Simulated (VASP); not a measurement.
Here is the system:

```xyz
1
Lattice="-1.5485 1.5485 1.5485 1.5485 -1.5485 1.5485 1.5485 1.5485 -1.5485" Properties=species:S:1:pos:R:3 pbc="T T T"
Mo     0.0000     0.0000     0.0000
```

The numbers are results of PBEsol GGA, VASP's PBE PAW potentials (set 64) (plane waves; VASP), not measurements. Numerical set-up: 500 eV cut-off, 16×16×16 Γ-centred mesh, first-order Methfessel-Paxton smearing of 0.10 eV, potentials Mo_sv.

Energy and stress use the plane-wave basis of the starting cell.

Question: The ions, cell shape and volume at an external pressure of 20.0 GPa are relaxed. Predict the relaxed structure.

Answer: 
```xyz
1
Lattice="-1.5334 1.5334 1.5334 1.5334 -1.5334 1.5334 1.5334 1.5334 -1.5334" Properties=species:S:1:pos:R:3 pbc="T T T"
Mo     0.0000     0.0000     0.0000
```
Space group Im-3m (229), at a tolerance of 0.03 Å.

Question: How do energy and volume change from the first to the last step?

Answer: The energy (σ→0) changes by +40.0 meV/atom and the volume by -2.9 %, in 4 ionic steps.

The compound is Mo in the bcc structure. This run relaxes it under an external pressure of 20 GPa. Symmetry was kept, so distortions that lower it aren't found.
